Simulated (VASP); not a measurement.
VASP ran on this input.

### POSCAR
```
Pd
1.0
  0.0000000000   1.9358714139   1.9358714139
  1.9358714139   0.0000000000   1.9358714139
  1.9358714139   1.9358714139   0.0000000000
Pd
1
Direct
  0.0000000000   0.0000000000   0.0000000000
```

### KPOINTS
```
Automatic mesh
0
Gamma
  15 15 15
```

**INCAR**
```
ALGO=Normal
EDIFF=1E-8
EDIFFG=-0.001
ENCUT=400
GGA=PS
IBRION=1
ISIF=2
ISMEAR=1
LASPH=.True.
LCHARG=.False.
LMAXMIX=4
LREAL=.False.
LWAVE=.False.
NELM=100
NSW=30
PREC=Accurate
SIGMA=0.1
SYSTEM=Pd
```

POTCAR, in this order: Pd (PBE.64 set). Program: vasp_std.

Q: Write an equivalent input for Ansatz.

A: One equivalent input (not run):
Ansatz 0.2 input:
```yaml
crystal:
  lattice:
    - [0.0000000, 1.9358714, 1.9358714]
    - [1.9358714, 0.0000000, 1.9358714]
    - [1.9358714, 1.9358714, 0.0000000]
  atoms:
    - { symbol: Pd, position: [0.0000000, 0.0000000, 0.0000000] }
kpoints:
  mp_grid: { grid: [15, 15, 15] }
hamiltonian:
  xc: pbesol
  pseudopotentials: { kind: paw }
scf:
  occupations: { method: methfessel_paxton, width: 0.1 }
  max_iter: 100
relax:
  max_steps: 30
  f_tol: 0.001
output: { forces: true, stress: true, eigenvalues: true }
```
What does not carry over: each code has its own PAW files, so the cut-off isn't converted (ENCUT is set for VASP's; basis.ecutwfc is left out, and Ansatz then takes the one that its files recommend); Ansatz stops its SCF on the density residual and VASP on the energy change (EDIFF).

The compound is Pd in the fcc structure. It was relaxed first. The start is the result of an earlier pass.
